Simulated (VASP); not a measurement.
# What spin-orbit coupling changes in AlPt

What does spin-orbit coupling change in AlPt, and what does it cost? All runs use LDA. Left out of this account: 1 further run (fields: a reference on another mesh). The start is a computed cell from the Materials Project.

Method: LDA; plane waves and PAW (Al, Pt), in the first sound run; inputs show where later runs differ, in VASP 6.6.1.

## Step 1: Set-up

Symmetry: Pm-3m, No. 221, cubic system. The conventional cell has a = 3.092 Å, b = 3.092 Å, c = 3.092 Å, α = 90.00°, β = 90.00°, γ = 90.00°. Al has 8 Pt at 2.68 Å nearest. Pt has 8 Al at 2.68 Å nearest. Farther neighbours are not listed.

## Step 2: Band structure (LDA)

The mesh alone shows little of the dispersion and can miss band extrema, so KPOINTS_OPT adds a path through the symmetry points after the self-consistent cycle. LDA, the lowest rung, knows the local density alone.

The input, INCAR:

```
SYSTEM = AlPt
PREC = Accurate
ENCUT = 400
EDIFF = 1E-06
NELM = 100
ISMEAR = -1
SIGMA = 0.05
LREAL = .FALSE.
ALGO = Normal
GGA = CA
NBANDS = 18
LASPH = .TRUE.
LORBIT = 11
LWAVE = .FALSE.
LCHARG = .FALSE.
KPAR = 2
```

The input, POSCAR:

```
AlPt
1.0
    3.0915460000      0.0000000000      0.0000000000
    0.0000000000      3.0915460000      0.0000000000
    0.0000000000      0.0000000000      3.0915460000
Al Pt
1 1
Direct
    0.0000000000      0.0000000000      0.0000000000
    0.5000000000      0.5000000000      0.5000000000
```

The input, KPOINTS:

```
Automatic mesh
0
Gamma
11 11 11
0 0 0
```

The input, KPOINTS_OPT:

```
Line mode
16
Line-mode
Reciprocal
  0.00000000   0.00000000   0.00000000 GAMMA
  0.00000000   0.50000000   0.00000000 X

  0.00000000   0.50000000   0.00000000 X
  0.50000000   0.50000000   0.00000000 M

  0.50000000   0.50000000   0.00000000 M
  0.00000000   0.00000000   0.00000000 GAMMA

  0.00000000   0.00000000   0.00000000 GAMMA
  0.50000000   0.50000000   0.50000000 R

  0.50000000   0.50000000   0.50000000 R
  0.00000000   0.50000000   0.00000000 X

  0.50000000   0.50000000   0.00000000 M
  0.50000000   0.50000000   0.50000000 R
```

The projector-augmented-wave data sets are Al and Pt (LDA family, release 64).

Command:

```sh
$ mpirun -np 2 vasp_std
```

The program printed:

```text
[banner, memory and clock lines left out]
running    2 mpi-ranks, on    1 nodes
 distrk:  each k-point on    1 cores,    2 groups
 distr:  one band on    1 cores,    1 groups

 POSCAR found type information on POSCAR AlPt
 POSCAR found :  2 types and       2 ions
 LDA part: xc-table for (Slater(with rela. corr.)+CA(PZ))
 , standard interpolation
 POSCAR, INCAR and KPOINTS ok, starting setup
 FFT: planning ... GRIDC
 FFT: planning ... GRID_SOFT
 FFT: planning ... GRID
 WAVECAR not read
 entering main loop
       N       E                     dE             d eps       ncg     rms          rms(c)
DAV:   1     0.335580089045E+02    0.33558E+02   -0.44862E+03  2168   0.475E+02
DAV:   2    -0.131663240609E+02   -0.46724E+02   -0.42865E+02  2514   0.126E+02
DAV:   3    -0.140920696250E+02   -0.92575E+00   -0.92085E+00  2432   0.159E+01
DAV:   4    -0.140966680424E+02   -0.45984E-02   -0.45980E-02  2436   0.132E+00
DAV:   5    -0.140967090438E+02   -0.41001E-04   -0.41001E-04  2364   0.121E-01    0.102E+01
DAV:   6    -0.136378734128E+02    0.45884E+00   -0.16075E+00  2140   0.775E+00    0.394E+00
DAV:   7    -0.135813607704E+02    0.56513E-01   -0.52544E-02  2142   0.140E+00    0.237E+00
DAV:   8    -0.135590673496E+02    0.22293E-01   -0.17259E-02  2266   0.770E-01    0.278E-01
DAV:   9    -0.135589583852E+02    0.10896E-03   -0.36648E-04  2446   0.101E-01    0.988E-02
DAV:  10    -0.135589375977E+02    0.20787E-04   -0.43652E-05  2280   0.446E-02    0.113E-02
DAV:  11    -0.135589376159E+02   -0.18229E-07   -0.53748E-07  1610   0.446E-03
   1 F= -.13558938E+02 E0= -.13556120E+02  d E =-.563585E-02
 Start KPOINTS_OPT (optional k-point list driver)
k-point batch [1-56\96]
       N       E                     dE             ncg
DAV:   1     0.682589872869E+04   -0.70975E+04     2144
DAV:   2     0.413336688674E+04   -0.26925E+04     2526
DAV:   3     0.408197404060E+04   -0.51393E+02     2464
DAV:   4     0.408170148376E+04   -0.27256E+00     2380
DAV:   5     0.408169874471E+04   -0.27391E-02     2408
DAV:   6     0.408169871029E+04   -0.34417E-04     2462
DAV:   7     0.408169870987E+04   -0.42060E-06     1942
k-point batch [57-96\96]
       N       E                     dE             ncg
DAV:   1     0.652762855133E+04   -0.14789E+05     1520
DAV:   2     0.482584602780E+04   -0.17018E+04     1824
DAV:   3     0.479504140292E+04   -0.30805E+02     1840
DAV:   4     0.479485602761E+04   -0.18538E+00     1732
DAV:   5     0.479485405580E+04   -0.19718E-02     1774
DAV:   6     0.479485403010E+04   -0.25700E-04     1772
DAV:   7     0.479485402978E+04   -0.32292E-06     1466
```

It took 7.2 s on 2 MPI ranks of AMD EPYC 9R45, shared host; peak memory 0.23 GiB; 13 s of CPU time.

Lines that name or quote the potential files are left out of all logs, and their timing lines are given in words.

Parts of OUTCAR (step 2):

```text
ion  position               nearest neighbor table
   1  0.000  0.000  0.000-   2 2.68   2 2.68   2 2.68   2 2.68   2 2.68   2 2.68   2 2.68   2 2.68

  LATTYP: Found a simple cubic cell.
 ALAT       =     3.0915460000

 Subroutine GETGRP returns: Found 48 space group operations
 (whereof 48 operations were pure point group operations)

The static configuration has the point symmetry O_h .

 Found     56 irreducible k-points:

   k-points           NKPTS =     56   k-points in BZ     NKDIM =     56   number of bands    NBANDS=     18

   dimension x,y,z NGX =    20 NGY =   20 NGZ =   20
   dimension x,y,z NGXF=    40 NGYF=   40 NGZF=   40

   ENCUT  =  400.0 eV  29.40 Ry    5.42 a.u.   5.04  5.04  5.04*2*pi/ulx,y,z

   NELECT =      13.0000    total number of electrons

 k-points in reciprocal lattice and weights: Automatic mesh
   0.00000000  0.00000000  0.00000000       0.001
   0.09090909  0.00000000  0.00000000       0.005
   0.18181818  0.00000000  0.00000000       0.005
   0.27272727  0.00000000  0.00000000       0.005
   0.36363636  0.00000000  0.00000000       0.005
   0.45454545  0.00000000  0.00000000       0.005
   0.09090909  0.09090909  0.00000000       0.009
   0.18181818  0.09090909  0.00000000       0.018
   0.27272727  0.09090909  0.00000000       0.018
[...]
0.45454545  0.45454545  0.36363636       0.018
   0.45454545  0.45454545  0.45454545       0.006

 average (electrostatic) potential at core
       1 -68.5665       2 -63.9651

 E-fermi :  10.5928

 k-point     1 :       0.0000    0.0000    0.0000
  band No.  band energies     occupation
    ...
      2       4.9940      2.00000
      3       4.9940      2.00000
      4       7.9365      2.00000
      5       7.9365      2.00000
      6       7.9365      2.00000
      7      14.3947      0.00000
      8      14.3947      0.00000
      9      14.3947      0.00000
     10      19.6822      0.00000
     11      19.6822      0.00000
    ...

 k-point     2 :       0.0909    0.0000    0.0000
  band No.  band energies     occupation
    ...
      2       5.0356      2.00000
      3       5.0482      2.00000
      4       7.7903      2.00000
      5       7.7903      2.00000
      6       7.9516      2.00000
      7      13.5332      0.00000
      8      14.6680      0.00000
      9      14.6680      0.00000
     10      19.3983      0.00000
     11      19.8774      0.00000
    ...

 k-point     3 :       0.1818    0.0000    0.0000
  band No.  band energies     occupation
    ...
      2       5.1505      2.00000
      3       5.1512      2.00000
      4       7.4375      2.00000
      5       7.4375      2.00000
      6       7.9925      2.00000
      7      11.9748      0.00000
      8      15.4017      0.00000
      9      15.4017      0.00000
     10      18.7010      0.00000
     11      20.0554      0.00000
    ...

  Total       -1.7133164     -1.7133164     -1.7133164      0.0000000      0.0000000      0.0000000
  in kB      -92.9011327    -92.9011327    -92.9011327      0.0000000      0.0000000      0.0000000
  external PRESSURE =     -92.9011327 kB  Pullay stress =       0.0000000 kB

  energy-cutoff  :      400.00
  volume of cell :       29.55
      direct lattice vectors                 reciprocal lattice vectors
     3.091546000  0.000000000  0.000000000     0.323462759  0.000000000  0.000000000
     0.000000000  3.091546000  0.000000000     0.000000000  0.323462759  0.000000000
     0.000000000  0.000000000  3.091546000     0.000000000  0.000000000  0.323462759

 POSITION                                       TOTAL-FORCE (eV/Angst)
 -----------------------------------------------------------------------------------
      0.00000      0.00000      0.00000         0.000000      0.000000      0.000000
      1.54577      1.54577      1.54577         0.000000      0.000000      0.000000
 -----------------------------------------------------------------------------------
    total drift:                               -0.000000      0.000000      0.000000

  FREE ENERGIE OF THE ION-ELECTRON SYSTEM (eV)
  ---------------------------------------------------
  free  energy   TOTEN  =       -13.5589376159 eV

  energy  without entropy=      -13.5533017624  energy(sigma->0) =      -13.55611969

 total charge
# of ion       s       p       d       tot
------------------------------------------
    1        0.358   0.371   0.000   0.729
    2        0.687   0.586   8.218   9.491
--------------------------------------------------
tot          1.045   0.956   8.218  10.219

[... 3 further parts left out ...]
```

This run has no spin polarisation. Its electron count is odd, so without a moment it is a metal by construction. Spin-orbit coupling is off here; with elements this heavy it splits and shifts levels by tenths of an eV or more. At this level the cell is under a tension of 9.3 GPa, so at these settings it is away from equilibrium.

This step gave:

```yaml
electronic_steps: 11
electrons: 13
bands: 18
irreducible_k_points: 56
symmetry_operations: 48
free_energy_toten: -13.56 eV
energy_at_zero_smearing: -13.56 eV
fermi_energy: 10.59 eV
pressure: -9.290 GPa
metallic: yes
```

The electronic bands at the labelled points (eV, zero at the Fermi level; # counts the bands kept):

```
          point     #3     #4     #5     #6     #7    #8    #9   #10
              Γ  -5.60  -2.66  -2.66  -2.66   3.80  3.80  3.80  9.09
0.53 of the way  -5.29  -3.53  -3.53  -2.55   0.12  5.77  5.77  7.35
              X  -5.02  -4.07  -4.07  -2.46  -0.94  6.19  8.55  8.55
0.47 of the way  -4.52  -3.92  -3.73  -3.09  -0.94  4.37  5.11  9.16
              M  -3.72  -3.72  -3.08  -3.08  -1.43  0.94  3.29  8.28
0.47 of the way  -4.67  -4.13  -3.45  -3.27   0.89  2.03  7.16  7.47
              Γ  -5.60  -2.66  -2.66  -2.66   3.80  3.80  3.80  9.09
0.47 of the way  -4.94  -4.04  -3.79  -3.79   2.86  2.86  2.95  8.92
              R  -6.42  -1.35  -1.35   0.48   1.80  1.80  1.80  4.73
0.47 of the way  -5.52  -3.73  -3.69  -1.45  -0.73  3.74  5.54  5.63
              X  -5.02  -4.07  -4.07  -2.46  -0.94  6.19  8.55  8.55
      jump to M  -3.72  -3.72  -3.08  -3.08  -1.43  0.94  3.29  8.28
0.53 of the way  -5.72  -3.74  -1.38  -0.21  -0.21  1.15  1.89  6.38
              R  -6.42  -1.35  -1.35   0.48   1.80  1.80  1.80  4.73
```

Of the projections kept (Al, Pt), the largest for each band there; the rest of the weight can lie on other orbitals:

```
point       #3       #4       #5       #6       #7       #8       #9      #10
    Γ  Pt 1.00  Pt 1.00  Pt 1.00  Pt 1.00  Al 0.51  Al 0.51  Al 0.51  Pt 1.00
    X  Pt 1.00  Pt 0.96  Pt 0.96  Pt 1.00  Pt 0.98        -  Pt 1.00  Pt 1.00
    M  Pt 1.00  Pt 1.00  Pt 0.64  Pt 0.64  Pt 1.00  Pt 1.00  Pt 0.63  Al 1.00
    Γ  Pt 1.00  Pt 1.00  Pt 1.00  Pt 1.00  Al 0.51  Al 0.51  Al 0.51  Pt 1.00
    R  Pt 0.90  Pt 1.00  Pt 1.00  Al 1.00  Pt 1.00  Pt 1.00  Pt 1.00  Pt 1.00
    X  Pt 1.00  Pt 0.96  Pt 0.96  Pt 1.00  Pt 0.98        -  Pt 1.00  Pt 1.00
```

There is no gap at this level.

## Step 3: Band structure (LDA + SOC)

This step: LDA, spin-orbit coupling; plane waves and PAW (Al, Pt) (VASP 6.6.1).

Levels along the symmetry lines show where the bands peak and cross; KPOINTS_OPT computes them in the converged potential. Spin-orbit coupling needs spinors and the noncollinear program, where each band holds one electron.

Changes to INCAR since step 2:

```diff
@@ -10,4 +10,9 @@
 GGA = CA
-NBANDS = 18
+LNONCOLLINEAR = .TRUE.
+MAGMOM = 0 0 0 0 0 0
+NBANDS = 24
+GGA_COMPAT = .FALSE.
 LASPH = .TRUE.
+LSORBIT = .TRUE.
+LMAXMIX = 4
 LORBIT = 11
```

POSCAR is that of step 2.

KPOINTS is that of step 2.

KPOINTS_OPT is that of step 2.

Command:

```sh
$ mpirun -np 2 vasp_ncl
```

The program printed:

```text
[... set-up lines as in an earlier step ...]
 entering main loop
       N       E                     dE             d eps       ncg     rms          rms(c)
DAV:   1     0.420186651845E+02    0.42019E+02   -0.49523E+03  2784   0.773E+02
DAV:   2    -0.130567905643E+02   -0.55075E+02   -0.51416E+02  3296   0.181E+02
DAV:   3    -0.144237258125E+02   -0.13669E+01   -0.13584E+01  3256   0.264E+01
DAV:   4    -0.144310832443E+02   -0.73574E-02   -0.73570E-02  2992   0.233E+00
DAV:   5    -0.144311619990E+02   -0.78755E-04   -0.78756E-04  3264   0.244E-01    0.115E+01
DAV:   6    -0.139575664363E+02    0.47360E+00   -0.14132E+00  2816   0.120E+01    0.510E+00
DAV:   7    -0.139009113536E+02    0.56655E-01   -0.51937E-02  2840   0.221E+00    0.310E+00
DAV:   8    -0.138804624936E+02    0.20449E-01   -0.10961E-02  3128   0.803E-01    0.139E+00
DAV:   9    -0.138784487276E+02    0.20138E-02   -0.18413E-03  3056   0.361E-01    0.191E-01
DAV:  10    -0.138784027862E+02    0.45941E-04   -0.72753E-05  2944   0.701E-02    0.496E-02
DAV:  11    -0.138783954401E+02    0.73460E-05   -0.21533E-05  3080   0.452E-02    0.956E-03
DAV:  12    -0.138783954002E+02    0.39909E-07   -0.19705E-07  1584   0.399E-03
   1 F= -.13878395E+02 E0= -.13875808E+02  d E =-.517422E-02  mag=    -0.0000     0.0000     0.0000
 Start KPOINTS_OPT (optional k-point list driver)
k-point batch [1-56\96]
       N       E                     dE             ncg
DAV:   1     0.765915025880E+04   -0.51110E+04     2744
DAV:   2     0.443981367726E+04   -0.32193E+04     3288
DAV:   3     0.436856815131E+04   -0.71246E+02     3280
DAV:   4     0.436816940014E+04   -0.39875E+00     2984
DAV:   5     0.436816441081E+04   -0.49893E-02     3264
DAV:   6     0.436816433262E+04   -0.78197E-04     3024
DAV:   7     0.436816433132E+04   -0.12933E-05     2512
DAV:   8     0.436816433119E+04   -0.13665E-06     2016
k-point batch [57-96\96]
       N       E                     dE             ncg
DAV:   1     0.678449249676E+04   -0.14079E+05     1960
DAV:   2     0.476084736127E+04   -0.20236E+04     2280
DAV:   3     0.470796849764E+04   -0.52879E+02     2320
DAV:   4     0.470757386055E+04   -0.39464E+00     2136
DAV:   5     0.470756868220E+04   -0.51783E-02     2248
DAV:   6     0.470756859251E+04   -0.89695E-04     2200
DAV:   7     0.470756859081E+04   -0.16990E-05     1792
DAV:   8     0.470756859068E+04   -0.13174E-06     1416
```

The job ended after 23 s (2 MPI ranks; peak memory 0.34 GiB).

OUTCAR, selected parts (step 3):

```text
The static configuration has the point symmetry O_h .

 Found     56 irreducible k-points:

   k-points           NKPTS =     56   k-points in BZ     NKDIM =     56   number of bands    NBANDS=     24

   NELECT =      13.0000    total number of electrons

 E-fermi :  10.5932

 k-point     1 :       0.0000    0.0000    0.0000
  band No.  band energies     occupation
    ...
      8       7.7224      1.00000
      9       7.7224      1.00000
     10       7.7224      1.00000
     11       8.4926      1.00000
     12       8.4926      1.00000
     13      13.7779      0.00000
     14      13.7779      0.00000
     15      14.6604      0.00000
     16      14.6604      0.00000
     17      14.6604      0.00000
    ...

 k-point     2 :       0.0909    0.0000    0.0000
  band No.  band energies     occupation
    ...
      8       7.5807      1.00000
      9       7.6827      1.00000
     10       7.6827      1.00000
     11       8.3986      1.00000
     12       8.3986      1.00000
     13      13.3892      0.00000
     14      13.3892      0.00000
     15      14.4623      0.00000
     16      14.4623      0.00000
     17      14.9387      0.00000
    ...

  Total       -1.7424056     -1.7424056     -1.7424056      0.0000000      0.0000000     -0.0000000
  in kB      -94.4784393    -94.4784393    -94.4784393      0.0000000      0.0000000     -0.0000000
  external PRESSURE =     -94.4784393 kB  Pullay stress =       0.0000000 kB

 POSITION                                       TOTAL-FORCE (eV/Angst)
 -----------------------------------------------------------------------------------
      0.00000      0.00000      0.00000         0.000000      0.000000      0.000000
      1.54577      1.54577      1.54577         0.000000      0.000000      0.000000
 -----------------------------------------------------------------------------------
    total drift:                               -0.000000      0.000000     -0.000000

  FREE ENERGIE OF THE ION-ELECTRON SYSTEM (eV)
  ---------------------------------------------------
  free  energy   TOTEN  =       -13.8783954002 eV

  energy  without entropy=      -13.8732211767  energy(sigma->0) =      -13.87580829

 Spin-Orbit-Coupling matrix elements
 Ion:    1  E_soc:     -0.0002536
 Ion:    2  E_soc:     -0.6435413

 total charge
# of ion       s       p       d       tot
------------------------------------------
    1        0.358   0.371   0.000   0.729
    2        0.688   0.600   8.201   9.489
--------------------------------------------------
tot          1.046   0.971   8.201  10.218

 magnetization (x)
# of ion       s       p       d       tot
------------------------------------------
    1        0.000   0.000   0.000   0.000
    2        0.000  -0.000   0.000  -0.000
--------------------------------------------------
tot          0.000  -0.000   0.000  -0.000

 magnetization (y)
# of ion       s       p       d       tot
------------------------------------------
    1        0.000  -0.000   0.000  -0.000
    2        0.000   0.000   0.000   0.000
--------------------------------------------------
tot          0.000   0.000   0.000   0.000

 magnetization (z)
# of ion       s       p       d       tot
------------------------------------------
    1       -0.000   0.000   0.000  -0.000
    2        0.000  -0.000  -0.000  -0.000
--------------------------------------------------
tot         -0.000  -0.000  -0.000  -0.000

[... 7 parts as in an earlier step ...]

[... 5 further parts left out ...]
```

At this level the cell is under a tension of 9.4 GPa, so at these settings it is away from equilibrium.

Numbers from this step:

| Property | Result |
| --- | --- |
| electronic steps | 12 |
| bands | 24 |
| free energy (TOTEN) | -13.88 eV |
| energy at zero smearing | -13.88 eV |
| pressure | -9.448 GPa |

On-site spin-orbit energy by atom:

```
atom  on-site spin-orbit energy (eV)
 Al1                           0.000
 Pt2                          -0.644
```

The electronic bands at the labelled points (eV, zero at the Fermi level; # counts the bands kept):

```
          point    #11    #12    #13    #14   #15   #16   #17   #18
              Γ  -2.10  -2.10   3.18   3.18  4.07  4.07  4.07  4.07
0.53 of the way  -2.38  -2.38   0.14   0.14  5.41  5.41  6.06  6.06
              X  -2.34  -2.34  -0.87  -0.87  6.19  6.19  7.99  7.99
0.47 of the way  -2.92  -2.92  -0.90  -0.90  4.32  4.32  5.15  5.15
              M  -2.81  -2.81  -1.41  -1.41  0.96  0.96  3.35  3.35
0.47 of the way  -3.05  -3.05   0.88   0.88  2.04  2.04  7.16  7.16
              Γ  -2.10  -2.10   3.18   3.18  4.07  4.07  4.07  4.07
0.47 of the way  -3.50  -3.50   2.83   2.83  2.83  2.83  2.97  2.97
              R   0.49   0.49   0.69   0.69  2.30  2.30  2.30  2.30
0.47 of the way  -1.47  -1.47  -0.69  -0.69  3.71  3.71  5.52  5.52
              X  -2.34  -2.34  -0.87  -0.87  6.19  6.19  7.99  7.99
      jump to M  -2.81  -2.81  -1.41  -1.41  0.96  0.96  3.35  3.35
0.53 of the way  -0.61  -0.61   0.19   0.19  1.13  1.13  1.93  1.93
              R   0.49   0.49   0.69   0.69  2.30  2.30  2.30  2.30
```

Of the projections kept (Al, Pt), the largest for each band there; the rest of the weight can lie on other orbitals:

```
point      #11      #12      #13      #14      #15      #16      #17      #18
    Γ  Pt 1.00  Pt 1.00  Pt 0.56  Pt 0.56  Al 0.54  Al 0.54  Al 0.54  Al 0.54
    X  Pt 1.00  Pt 1.00  Pt 0.98  Pt 0.98        -        -  Pt 0.97  Pt 0.97
    M  Pt 0.62  Pt 0.62  Pt 1.00  Pt 1.00  Pt 1.00  Pt 1.00  Pt 0.64  Pt 0.64
    Γ  Pt 1.00  Pt 1.00  Pt 0.56  Pt 0.56  Al 0.54  Al 0.54  Al 0.54  Al 0.54
    R  Al 1.00  Al 1.00  Pt 1.00  Pt 1.00  Pt 1.00  Pt 1.00  Pt 1.00  Pt 1.00
    X  Pt 1.00  Pt 1.00  Pt 0.98  Pt 0.98        -        -  Pt 0.97  Pt 0.97
```

There is no gap at this level. Without the coupling there was no gap either. The run took 3.2 times the core time, with 24 spinor bands against 18.

[end of part 1 of 3]

[Lines on the potential files, build, host, timing and source positions are cut from VASP's logs without a mark.]

[Logs are printed without paths, hosts, clocks, repeated set-up lines and the standing remarks that a program may print on its own settings, such as how far it seeks lower states.]

[Hosts, paths, dates, database ids (printed as entryN), source tags and the programs' standing remarks are cut or masked in the printed files.]

[A measured line is paired with the nearest computed mode of its activity, which favours agreement.]
